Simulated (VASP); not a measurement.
Energy against volume of CeO₂ (fluorite). Level of theory: PW91 GGA, VASP's PBE PAW potentials (set 64) (plane waves; VASP 6.6.1). Settings: 520 eV cut-off, 7×7×7 Γ-centred mesh, Gaussian smearing of 0.050 eV, potentials Ce O.

```json
[
 {"V (Å³/atom)": "12.806", "E (eV/atom)": "-8.76974"},
 {"V (Å³/atom)": "13.214", "E (eV/atom)": "-8.79259"},
 {"V (Å³/atom)": "13.623", "E (eV/atom)": "-8.79977"},
 {"V (Å³/atom)": "14.032", "E (eV/atom)": "-8.79356"}
]
```

### Question
Fit these four points and predict the energy of the run at 14.441 Å³/atom.

### Answer
A cubic in V^(−2/3), the third-order Birch-Murnaghan form, passes through the four points with V0 = 13.63 Å³/atom and B0 = 174 GPa, and gives -8.7760 eV/atom there. The run gave -8.7760 eV/atom, -0.1 meV/atom from the fit; all five points give B0 = 174 GPa.

The compound is CeO2 in the fluorite structure. It was relaxed first. The run is not spin-polarised, so no magnetic state was tried.
